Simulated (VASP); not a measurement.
OSZICAR of a VASP run on GaPt3 (space group I4/mmm):

### OSZICAR
```
       N       E                     dE             d eps       ncg     rms          rms(c)
DAV:   1     0.259646614613E+03    0.25965E+03   -0.15573E+04  2187   0.186E+03
DAV:   2    -0.329675310856E+01   -0.26294E+03   -0.25676E+03  2329   0.396E+02
DAV:   3    -0.216237776246E+02   -0.18327E+02   -0.17786E+02  2266   0.951E+01
DAV:   4    -0.221258802424E+02   -0.50210E+00   -0.49645E+00  2300   0.152E+01
DAV:   5    -0.221389405235E+02   -0.13060E-01   -0.13038E-01  2703   0.237E+00    0.286E+01
DAV:   6    -0.212655141990E+02    0.87343E+00   -0.23221E+00  2158   0.105E+01    0.154E+01
DAV:   7    -0.211147606993E+02    0.15075E+00   -0.26382E-01  2849   0.681E+00    0.436E+00
DAV:   8    -0.211039756327E+02    0.10785E-01   -0.38499E-02  2198   0.188E+00    0.467E-01
DAV:   9    -0.211018469276E+02    0.21287E-02   -0.10614E-02  2271   0.114E+00    0.162E-01
DAV:  10    -0.211016696993E+02    0.17723E-03   -0.15212E-03  2670   0.473E-01    0.353E-02
DAV:  11    -0.211016652673E+02    0.44320E-05   -0.12414E-04  2808   0.133E-01    0.164E-02
DAV:  12    -0.211016646399E+02    0.62738E-06   -0.13508E-05  2190   0.345E-02    0.428E-03
DAV:  13    -0.211016646556E+02   -0.15750E-07   -0.69846E-07  1107   0.748E-03
   1 F= -.21101665E+02 E0= -.21053232E+02  d E =-.968647E-01
```

Q: Which electronic solver shows in the log?

A: It is blocked Davidson (ALGO = Normal, or the opening steps of other solvers). The INCAR had ALGO = Normal.

Q: Can the final energy be trusted as converged?

A: The calculation finished and met its thresholds. It stopped with EDIFF = 1E-6, NELM = 100 (PBE GGA, plane waves, VASP's PBE PAW potentials (set 64)).

The structure was generated: GaPt3 was put into an ordered model structure, which need not be its known phase. The cell was not relaxed at this level. The k-mesh is coarse (spacing up to 0.35 per Å, 2π included), so the numbers may not be converged in it. The electron count is odd and the run is not spin-polarised, which forces a metal.
